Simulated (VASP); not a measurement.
Input:

```
LiF
1.0
    0.00000     1.94906     1.94906
    1.94906     0.00000     1.94906
    1.94906     1.94906     0.00000
Li F
1 1
Direct
  0.00000   0.00000   0.00000
  0.50000   0.50000   0.50000
```

These are r2SCAN meta-GGA, VASP's PBE PAW potentials (set 64) (plane waves; VASP) values and carry that method's errors. Run with 520 eV cut-off, 11×11×11 Γ-centred mesh, Gaussian smearing of 0.050 eV, potentials Li_sv F.

Predict the energy per atom (σ→0), pressure, band gap (on the k-mesh) with the smallest direct gap where there is one.

```
Item                                          Value
-----------------------------------  --------------
band gap (on the k-mesh)                   11.27 eV
smallest direct gap (on the k-mesh)        11.27 eV
energy per atom (σ→0)                -5.942 eV/atom
pressure                                   5.70 GPa
```

Total energies compare only between runs with the same potentials, cut-off and functional.

The compound is LiF in the rock salt structure. This cell is one point of a volume scan, at 0.94 of the reference volume.
